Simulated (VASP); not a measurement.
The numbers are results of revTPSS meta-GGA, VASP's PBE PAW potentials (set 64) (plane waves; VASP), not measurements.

Input for VASP

### INCAR
```
SYSTEM = SrVO3
PREC = Accurate; ENCUT = 520; LREAL = .FALSE.
LASPH = .TRUE.
EDIFF = 1E-7; NELM = 100; ALGO = Normal
LMAXMIX = 4; LMIXTAU = .TRUE.
ISMEAR = 1; SIGMA = 0.1
METAGGA = RTPSS
ISIF = 2
LWAVE = .FALSE.; LCHARG = .FALSE.
```

File POSCAR:
```
SrVO3
1.0
  3.8083914368   0.0000000000   0.0000000000
  0.0000000000   3.8083914368   0.0000000000
  0.0000000000   0.0000000000   3.8083914368
Sr V O
1 1 3
Direct
  0.0000000000   0.0000000000   0.0000000000
  0.5000000000   0.5000000000   0.5000000000
  0.5000000000   0.0000000000   0.5000000000
  0.0000000000   0.5000000000   0.5000000000
  0.5000000000   0.5000000000   0.0000000000
```

### KPOINTS
```
Automatic
0
G
 8 8 8
```

POTCAR, in this order: Sr_sv V_sv O (PBE.64 set). Program: vasp_std.

**Question.** Predict the energy per atom (σ→0), pressure, band gap (on the k-mesh).

**Answer.** 
| Item | Value |
|---|---|
| energy per atom (σ→0) | -6686 meV/atom |
| band gap (on the k-mesh) | none (metal, semimetal or under 0.01 eV) |
| pressure | 64.5 kbar |

OSZICAR:
```
...
DAV:  15    -0.334312696207E+02   -0.48869E-03   -0.34065E-04  1784   0.163E-01    0.505E-02
DAV:  16    -0.334311630581E+02    0.10656E-03   -0.20857E-04  2360   0.111E-01    0.210E-02
DAV:  17    -0.334312628201E+02   -0.99762E-04   -0.42715E-05  1696   0.714E-02    0.558E-03
DAV:  18    -0.334312632666E+02   -0.44656E-06   -0.29636E-06  2408   0.108E-02    0.286E-03
DAV:  19    -0.334312641734E+02   -0.90680E-06   -0.73309E-07  1816   0.917E-03    0.187E-03
DAV:  20    -0.334312639476E+02    0.22578E-06   -0.10686E-07   912   0.355E-03    0.700E-04
DAV:  21    -0.334312639566E+02   -0.89467E-08   -0.16047E-08   864   0.112E-03
   1 F= -.33431264E+02 E0= -.33430457E+02  d E =-.242102E-02
```

The compound is SrVO3 in the cubic perovskite structure. This cell is one point of a volume scan, at 0.97 of the reference volume. The run is not spin-polarised, so no magnetic state was tried. The electron count is odd and the run is not spin-polarised, which forces a metal.
